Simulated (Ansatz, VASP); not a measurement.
# MoS2: VASP beside Ansatz

Aim: how closely do two programs agree when they are given the same cell, functional and k mesh? Of the first pair: The structure shown is the start of the Ansatz relaxation below; VASP solves that cell, so the two are compared at the walk's first step.

Method: plane waves, with VASP 6.6.1 beside it; single point at LDA, in Ansatz 0.2.0.

### Step 1. The starting structure

The cell holds 3 atoms: 1 Mo and 2 S. Its edges and angles: a = 3.122 Å, b = 3.122 Å, c = 29.917 Å, α = 90.0°, β = 90.0°, γ = 120.0°. Vacuum lies along c. The height across the vacuum is the one that the program set for its solve, not the one typed.

Coordinates:

```cif
data_structure
_symmetry_space_group_name_H-M 'P 1'
_symmetry_Int_Tables_number 1
_cell_length_a 3.1219
_cell_length_b 3.1219
_cell_length_c 29.9171
_cell_angle_alpha 90.000
_cell_angle_beta 90.000
_cell_angle_gamma 120.000
_cell_volume 252.52
loop_
_atom_site_label
_atom_site_type_symbol
_atom_site_fract_x
_atom_site_fract_y
_atom_site_fract_z
_atom_site_occupancy
Mo1 Mo 0.66667 0.33333 0.31953 1
S2 S 0.00000 0.00000 0.37065 1
S3 S 0.00000 0.00000 0.26841 1
```

### Step 2. Ansatz: relaxation, LDA

Ansatz runs on its default PAW (the set named soft_2) files.

The two programs are compared at the cell with which this relaxation starts, whose forces are those of its first step.

input.yaml reads:

```yaml
crystal:
  lattice:
    - [3.1218999099, 2.9e-09, 0.0]
    - [-1.5609499575, 2.7036446286, 0.0]
    - [0.0, 0.0, 19.11892362]
  atoms:
    - { symbol: Mo, position: [0.6666666667, 0.3333333333, 0.5] }
    - { symbol: S, position: [0.0, 0.0, 0.5799877] }
    - { symbol: S, position: [0.0, 0.0, 0.4200123] }
  periodic: [true, true, false]
kpoints:
  mp_grid: { grid: [8, 8, 1] }
scf:
  occupations: { method: fermi_dirac, width: 0.05 }
hamiltonian:
  xc: lda
output:
  forces: true
  stress: true
relax:
  f_tol: 0.02
  max_steps: 50
  cell: {}
```

Command:

```
$ ansatz run input.yaml --threads 1 --pin off --max-ram 4096MiB --backend cpu --events-out ev --progress --plain --runs-dir out
```

Numbers of over 12 decimals in the logs are rounded to 6 here.

Output:

```text
Warning: crystal.periodic: the lattice vector that does not repeat stood 0.000° off the slab's normal, 19.119 Å along it as the deck builds it. The run solves the slab on a vector along the normal, 29.917 Å long, with every atom where it was (on the deck's vector they left 16.06 Å outside them, and the widest stretch free of ions among them is 1.53 Å). A fractional position that the run reports is one of the run's ce [...]
crystal.periodic: the lattice vector that does not repeat stood 0.000° off the slab's normal, 19.119 Å along it as the deck builds it. The run solves the slab on a vector along the normal, 29.917 Å long, with every atom where it was (on the deck's vector they left 16.06 Å outside them, and the widest stretch free of ions among them is 1.53 Å). A fractional position that the run reports is one of the run's cell, which [...]
Engine: ansatz 0.2.0, aarch64-unknown-linux-gnu
Pseudopotentials: kind: paw
Pseudopotential: Mo, paw, valence charge 14, recommended cutoff 420 eV (normal), Mo.paw.azcp
Pseudopotential: S, paw, valence charge 6, recommended cutoff 420 eV (normal), S.paw.azcp
Functional definition: SPW92
  exchange = slater_x
  correlation = pw_c
Crystal: 3 atoms, lattice volume = 252.516 Å³
Basis set: ecut = 420 eV, 4923 PW (Γ)
Bands: 17, of which v1, the nominal top of the filled ones, is band 13 counted from 1 (12 counted from 0)
Symmetry: 12 space group operations
Space group: P-6m2 (ITA 187), of the structure as read, at distance tolerance 6.3e-5 Å
k-points: 10 of 64 (time reversal used)
Non-local potential: Mo, projectors of the file, l = 0: 3, l = 1: 2, l = 2: 2, l = 3: 1
Non-local potential: S, projectors of the file, l = 0: 2, l = 1: 2, l = 2: 2
PAW form: soft (Blöchl's): semilocal exchange-correlation on the pseudo side does not see the compensation charge
PAW frozen core: Mo, regenerated for the run's functional, and the local potential with it (the file was generated under x = pbe(κ = 0.804, μ = 0.219515), c = pbe(β = 0.066725))
PAW frozen core: S, regenerated for the run's functional, and the local potential with it (the file was generated under x = pbe(κ = 0.804, μ = 0.219515), c = pbe(β = 0.066725))
PAW one-centre angular grid: Mo, 590 points (default); XC on 64 Gauss nodes
PAW one-centre angular grid: S, 110 points (default); XC on 64 Gauss nodes
Initial density: superposition of atomic densities (neutral atoms: chi_scale 0, normalization atom), corrected by the library's trained network
Initial wavefunctions: pseudopotential atomic-orbital guess
Functional: x = slater, c = lda
SCF iter   1: F=—  HF=-6584.768295 eV  |F-HF|=—  |Δ(HF+E_count)|=         —  Δρ=3.99e-3  dr2=4.91e-2  ethr=1.77e-3  ⟨swp⟩=15.0  Hψ=1752  notcnv=0
preconditioner: auto → none  [insulator: Δε(μ)=1.932 eV  Ē_g=8.328 eV  σ=0.050 eV  W_gap=1.00  n_scr=16 (ndim 8)  ℏωp=9.9 eV  f_vac=0.766  D(μ)=0.00/eV (n_scr^D=0)  ε∞_Penn≈2.4]
SCF iter   2: F=—  HF=-6584.794305 eV  |F-HF|=—  |Δ(HF+E_count)|=   2.60e-2  Δρ=5.14e-3  dr2=1.99e-1  ethr=1.89e-4  ⟨swp⟩=4.9  Hψ=574  notcnv=0  recentre
SCF iter   3: F=—  HF=-6584.765486 eV  |F-HF|=—  |Δ(HF+E_count)|=   2.88e-2  Δρ=2.25e-3  dr2=7.54e-3  ethr=1.89e-4  ⟨swp⟩=4.2  Hψ=397  notcnv=0
SCF iter   4: F=—  HF=-6584.766610 eV  |F-HF|=—  |Δ(HF+E_count)|=   1.12e-3  Δρ=2.82e-4  dr2=1.63e-4  ethr=2.90e-5  ⟨swp⟩=2.8  Hψ=313  notcnv=0
SCF iter   5: F=—  HF=-6584.766642 eV  |F-HF|=—  |Δ(HF+E_count)|=   3.14e-5  Δρ=8.95e-5  dr2=1.52e-5  ethr=6.27e-7  ⟨swp⟩=3.4  Hψ=402  notcnv=0
SCF iter   6: F=—  HF=-6584.766507 eV  |F-HF|=—  |Δ(HF+E_count)|=   1.34e-4  Δρ=1.88e-5  dr2=5.61e-7  ethr=5.84e-8  ⟨swp⟩=3.8  Hψ=403  notcnv=0
SCF iter   7: F=-6584.766508 eV  HF=-6584.766508 eV  |F-HF|=3.03e-8  |Δ(HF+E_count)|=   3.85e-7  Δρ=5.38e-6  dr2=5.97e-8  ethr=3.85e-10  ⟨swp⟩=8.0  Hψ=945  notcnv=0
SCF 1 converged in 7 iterations: F = -6584.766508 eV  dr2 = 5.97e-8
  greatest PAW one-centre occupation: 0.999 electrons in one spin orbital (limit 2), on the Mo atom at site 0 (counted from 0), in its partial waves of l = 0
relax step   1: F+E_penalty+E_count = -6584.76650781 eV  Δ(F+E_penalty+E_count) = +0.000e0 eV  max|allowed force component| = 4.712e-1 eV/Å  Δτ_max = 0.0000 Å  P = +0.882 N/m  Ω = 252.516 Å³  fix = [c, alpha, beta]  reactions: c +0.000 N/m  (7 SCF iters, dr2 threshold 1.00e-7 eV, accepted)
[...]
relax step   2: F+E_penalty+E_count = -6584.77404172 eV  Δ(F+E_penalty+E_count) = -7.534e-3 eV  max|allowed force component| = 1.918e-1 eV/Å  Δτ_max = 0.0374 Å  P = +0.276 N/m  Ω = 250.313 Å³  energy of the carried Pulay correction = +3.903e-5 eV  fix = [c, alpha, beta]  reactions: c +0.000 N/m  (7 SCF iters, dr2 threshold 3.00e-7 eV, accepted)
[...]
relax step   3: F+E_penalty+E_count = -6584.77721458 eV  Δ(F+E_penalty+E_count) = -3.173e-3 eV  max|allowed force component| = 2.987e-3 eV/Å  Δτ_max = 0.0135 Å  P = +0.031 N/m  Ω = 252.092 Å³  energy of the carried Pulay correction = +7.480e-6 eV  fix = [c, alpha, beta]  reactions: c +0.000 N/m  (6 SCF iters, dr2 threshold 3.00e-7 eV, accepted)
[...]
relax step   4: F+E_penalty+E_count = -6584.77720760 eV  Δ(F+E_penalty+E_count) = +6.974e-6 eV  max|allowed force component| = 2.995e-3 eV/Å  Δτ_max = 0.0000 Å  P = +0.031 N/m  Ω = 252.092 Å³  fix = [c, alpha, beta]  reactions: c +0.000 N/m  stress off target by 3.07e-2 N/m on what of the cell is left free  SCF on the basis re-selected at this cell (its energy is not comparable with the rows above)  (6 SCF iters)
basis re-selected at this cell: Δ(F+E_penalty+E_count) = +6.974e-6 eV, ΔP = -0.000 N/m vs the last step (what re-selecting the basis moved, of the pressure what is left beyond the Pulay correction that the steps carried, after the strain that the cell walked since its last selection, with what the two solves' SCF thresholds leave and, on support functions, any second-order correction that the steps lacked; it is no m [...]
SCF converged after 6 iterations
Free energy (F): -6584.777208 eV
Harris-Foulkes:  -6584.777208 eV  (|F-HF|=1.18e-11)
Internal energy: -6584.777208 eV  (E = F + TS)
E sigma→0 (E₀):  -6584.777208 eV
Fermi energy:    -5.221389 eV
--- Per-component energies (eV) ---
  E_band       = -581.596896
  E_kinetic    = 659.578406
  E_local      = -45766.770495  (includes V_loc(G=0)·N_el)
  E_nonlocal   = 206.359738
  E_hartree    = 22441.857636
  E_xc         = -376.593630
  E_vxc        = -406.280480  (∫ρ·V_xc dr)
  E_paw        = -4226.893484  (= ΣΔE_a)
  E_vpaw       = -158.199796  (= ΣTr[D̂ρ^β])
  E_aug_tail   = 0.000021  (compensation charges beyond the density's cutoff)
  E_ewald      = 20476.905391
  E_core_change = 0.779211  (= ΣΔE_core)
  E_smearing   = -0.000000  (= −TS)
  E_closure    = -0.000000  (closes the sum)
  Σ components = -6584.777208   (vs F -6584.777208, Δ=0.00e0)
--- Forces (eV/Å), atoms counted from 1 ---
  atom   1  Mo     0.00000000     0.00000000     0.00000000
  atom   2  S      0.00000000     0.00000000    -0.00299510
  atom   3  S      0.00000000     0.00000000     0.00299510
  max |Σ_I F_I| component: 6.94e-17 eV/Å
--- 2D stress c σ (N/m, compression-positive) ---
        0.030734      -0.000000       0.000000
        0.000000       0.030734       0.000000
        0.000000       0.000000       0.000000
  P = ½ c Tr σ = 0.0307 N/m
--- Relaxed structure (3 steps of the walk, 3 accepted, 1 SCFs on fresh bases) ---
  F+E_penalty+E_count = -6584.77720760 eV   max|allowed force component| = 2.995e-3 eV/Å   (the final SCF, on the basis selected at the relaxed cell)
  cell:  # Å, volume = 252.0920 Å³
    - [3.119280, 2.919791237061952e-9, 0.0]
    - [-1.559640, 2.701376, 0.0]
    - [0.0, 0.0, 29.917115]
  atoms:
    - { symbol: Mo, position: [0.666667, 0.333333, 0.319532] }
    - { symbol: S, position: [-4.317533984832897e-17, -1.2335811382928862e-17, 0.371449] }
    - { symbol: S, position: [-4.317533984832897e-17, -1.2335811382928862e-17, 0.267614] }
```

### Step 3. VASP: single point, LDA, start cell, pair 1

The same cell, functional (in two slightly different forms), mesh and smearing now go to VASP, with its own data sets.

Lines of VASP's logs that name or quote its potential files are left out, and so is its time.

INCAR reads:

```
SYSTEM = MoS2
PREC = Accurate
ENCUT = 400
EDIFF = 1E-06
NELM = 120
ISMEAR = -1
SIGMA = 0.05
LREAL = .FALSE.
ALGO = Normal
GGA = PW92
NBANDS = 19
LASPH = .TRUE.
LORBIT = 11
LWAVE = .FALSE.
LCHARG = .FALSE.
ISIF = 2
LDIPOL = .TRUE.
IDIPOL = 3
DIPOL = 0.5 0.5 0.32
LVHAR = .TRUE.
GGA_COMPAT = .FALSE.
EFERMI = MIDGAP
NELMDL = -8
```

POSCAR reads:

```
MoS2
1.0
    3.1219000000      0.0000000000      0.0000000000
   -1.5609500000      2.7036450000      0.0000000000
    0.0000000000      0.0000000000     29.9171150000
Mo S
1 2
Direct
    0.6666666667      0.3333333333      0.3195315457
    0.0000000000      1.0000000000      0.3706487406
    0.0000000000      1.0000000000      0.2684143507
```

KPOINTS reads:

```
Automatic mesh
0
Gamma
8 8 1
0 0 0
```

PAW data sets: Mo_sv and S (LDA family, release 64).

Command:

```
$ mpirun -np 1 vasp_std
```

Output:

```text
[banner, memory and clock lines left out]
running    1 mpi-ranks, on    1 nodes
 distrk:  each k-point on    1 cores,    1 groups
 distr:  one band on    1 cores,    1 groups

 POSCAR found type information on POSCAR MoS
 POSCAR found :  2 types and       3 ions
|                                                                             |
|               ----> ADVICE to this user running VASP <----                  |
|                                                                             |
|     You enforced a specific xc type in the INCAR file but a different       |
|     [... a line on the potential file left out ...]
|     I HOPE YOU KNOW WHAT YOU ARE DOING!                                     |
|                                                                             |

 LDA part: xc-table for (Slater(with rela. corr.)+PW92), standard interpolation
 POSCAR, INCAR and KPOINTS ok, starting setup
 FFT: planning ... GRIDC
 FFT: planning ... GRID_SOFT
 FFT: planning ... GRID
 WAVECAR not read
 entering main loop
       N       E                     dE             d eps       ncg     rms          rms(c)
DAV:   1     0.135948116233E+03    0.13595E+03   -0.11905E+04   540   0.843E+02
DAV:   2    -0.151001328976E+02   -0.15105E+03   -0.14704E+03   547   0.209E+02
DAV:   3    -0.256260223835E+02   -0.10526E+02   -0.10476E+02   487   0.522E+01
DAV:   4    -0.257799908692E+02   -0.15397E+00   -0.15372E+00   495   0.715E+00
DAV:   5    -0.257838763169E+02   -0.38854E-02   -0.38853E-02   503   0.105E+00
DAV:   6    -0.257839874741E+02   -0.11116E-03   -0.11116E-03   506   0.165E-01
DAV:   7    -0.257839928204E+02   -0.53463E-05   -0.53463E-05   495   0.312E-02
DAV:   8    -0.257839931037E+02   -0.28332E-06   -0.28341E-06   490   0.658E-03    0.274E+01
DAV:   9    -0.246801648871E+02    0.11038E+01   -0.90966E+00   438   0.205E+01    0.904E+00
DAV:  10    -0.245128485001E+02    0.16732E+00   -0.39379E+00   441   0.128E+01    0.671E+00
DAV:  11    -0.243542676582E+02    0.15858E+00   -0.84753E-01   444   0.621E+00    0.132E+00
DAV:  12    -0.243526481996E+02    0.16195E-02   -0.24773E-02   442   0.102E+00    0.619E-01
DAV:  13    -0.243505414844E+02    0.21067E-02   -0.11209E-02   435   0.734E-01    0.733E-02
DAV:  14    -0.243506018681E+02   -0.60384E-04   -0.47561E-04   446   0.157E-01    0.570E-02
[...]
DAV:  19    -0.243514793782E+02   -0.11593E-03   -0.10595E-05   394   0.129E-02    0.549E-03
DAV:  20    -0.243515510561E+02   -0.71678E-04   -0.37803E-06   378   0.720E-03    0.210E-03
DAV:  21    -0.243515725842E+02   -0.21528E-04   -0.89953E-07   390   0.321E-03    0.734E-04
DAV:  22    -0.243515885715E+02   -0.15987E-04   -0.91076E-07   346   0.287E-03    0.998E-04
DAV:  23    -0.243515941877E+02   -0.56162E-05   -0.15650E-07   340   0.145E-03    0.452E-04
DAV:  24    -0.243515968344E+02   -0.26467E-05   -0.48525E-08   291   0.779E-04    0.414E-04
DAV:  25    -0.243515987043E+02   -0.18699E-05   -0.45943E-08   295   0.625E-04    0.165E-04
DAV:  26    -0.243515995486E+02   -0.84427E-06   -0.94363E-09   262   0.340E-04
   1 F= -.24351600E+02 E0= -.24351600E+02  d E =-.453694E-09
```

Parts of OUTCAR (step 3):

```text
ion  position               nearest neighbor table
   1  0.667  0.333  0.320-   2 2.36   2 2.36   3 2.36   3 2.36   2 2.36   3 2.36
   2  0.000  0.000  0.371-   1 2.36   1 2.36   1 2.36
   3  0.000  0.000  0.268-   1 2.36   1 2.36   1 2.36

  LATTYP: Found a hexagonal cell.
 ALAT       =     3.1219000000
 C/A-ratio  =     9.5829831193

 Subroutine GETGRP returns: Found 12 space group operations
 (whereof  6 operations were pure point group operations)

The static configuration has the point symmetry C_3v.
 The point group associated with its full space group is D_3h.

 Found     10 irreducible k-points:

   k-points           NKPTS =     10   k-points in BZ     NKDIM =     10   number of bands    NBANDS=     19

   dimension x,y,z NGX =    20 NGY =   20 NGZ =  196
   dimension x,y,z NGXF=    40 NGYF=   40 NGZF=  392

   ENCUT  =  400.0 eV  29.40 Ry    5.42 a.u.   5.09  5.09 48.79*2*pi/ulx,y,z

   NELECT =      26.0000    total number of electrons

 k-points in reciprocal lattice and weights: Automatic mesh
   0.00000000  0.00000000  0.00000000       0.016
   0.12500000 -0.00000000  0.00000000       0.094
   0.25000000 -0.00000000  0.00000000       0.094
   0.37500000 -0.00000000  0.00000000       0.094
   0.50000000 -0.00000000  0.00000000       0.047
   0.12500000  0.12500000  0.00000000       0.094
   0.25000000  0.12500000  0.00000000       0.188
   0.37500000  0.12500000  0.00000000       0.188
   0.25000000  0.25000000  0.00000000       0.094
   0.37500000  0.25000000  0.00000000       0.094

 dipolmoment           0.000000      0.000000      0.000002 electrons x Angstroem

 average (electrostatic) potential at core
       1 -84.8799       2 -95.1034       3 -95.1034

 E-fermi :  -2.5006

 k-point     1 :       0.0000    0.0000    0.0000
  band No.  band energies     occupation
    ...
      9      -6.2314      2.00000
     10      -5.2685      2.00000
     11      -5.0165      2.00000
     12      -5.0165      2.00000
     13      -3.4678      2.00000
     14      -0.4875      0.00000
     15      -0.4875      0.00000
     16      -0.1341      0.00000
     17      -0.1341      0.00000
     18       2.1957      0.00000
    ...

 k-point     2 :       0.1250   -0.0000    0.0000
  band No.  band energies     occupation
    ...
      9      -6.1802      2.00000
     10      -5.9661      2.00000
     11      -5.3826      2.00000
     12      -4.4853      2.00000
     13      -3.5929      2.00000
     14      -0.7448      0.00000
     15      -0.7121      0.00000
     16      -0.4106      0.00000
     17      -0.0715      0.00000
     18       2.5740      0.00000
    ...

 k-point     3 :       0.2500   -0.0000    0.0000
  band No.  band energies     occupation
    ...
      9      -7.2207      2.00000
     10      -6.0665      2.00000
     11      -5.2976      2.00000
     12      -4.7195      2.00000
     13      -4.2110      2.00000
     14      -1.1543      0.00000
     15      -0.8804      0.00000
     16      -0.3475      0.00000
     17       0.6497      0.00000
     18       3.3802      0.00000
    ...

  Total        0.3971564      0.3971565      1.3347459      0.0000000      0.0000000     -0.0000000
  in kB        2.5199026      2.5199032      8.4687790      0.0000000      0.0000000     -0.0000000
  external PRESSURE =       4.5028616 kB  Pullay stress =       0.0000000 kB

  energy-cutoff  :      400.00
  volume of cell :      252.52
      direct lattice vectors                 reciprocal lattice vectors
     3.121900000  0.000000000  0.000000000     0.320317755  0.184935522  0.000000000
    -1.560950000  2.703645000  0.000000000     0.000000000  0.369871044  0.000000000
     0.000000000  0.000000000 29.917115000     0.000000000  0.000000000  0.033425683

 POSITION                                       TOTAL-FORCE (eV/Angst)
 -----------------------------------------------------------------------------------
      1.56095      0.90121      9.55946         0.000000      0.000000     -0.000000
      0.00000      0.00000     11.08874        -0.000000      0.000000      0.467582
      0.00000      0.00000      8.03018        -0.000000      0.000000     -0.467582
 -----------------------------------------------------------------------------------
    total drift:                               -0.000000      0.000003      0.000125

  FREE ENERGIE OF THE ION-ELECTRON SYSTEM (eV)
  ---------------------------------------------------
  free  energy   TOTEN  =       -24.3515995486 eV

  energy  without entropy=      -24.3515995481  energy(sigma->0) =      -24.35159955

 vacuum level on the upper side and lower side of the slab         2.719         2.719

 total charge
# of ion       s       p       d       tot
------------------------------------------
    1        2.311   6.248   4.065  12.624
    2        1.362   2.357   0.000   3.718
    3        1.362   2.357   0.000   3.718
--------------------------------------------------
tot          5.035  10.962   4.065  20.061

[... 3 further parts left out ...]
```

This run has no spin polarisation, so a moment on Mo, if there is one, isn't seen.

(Part 1 of 2 ends here.)

[Lines on the potential files, build, host, timing and source positions are cut from VASP's logs without a mark.]

[Logs are printed without paths, hosts, clocks, repeated set-up lines and the standing remarks that a program may print on its own settings, such as how far it seeks lower states.]

[Hosts, paths, dates, database ids (printed as entryN), source tags and the programs' standing remarks are cut or masked in the printed files.]
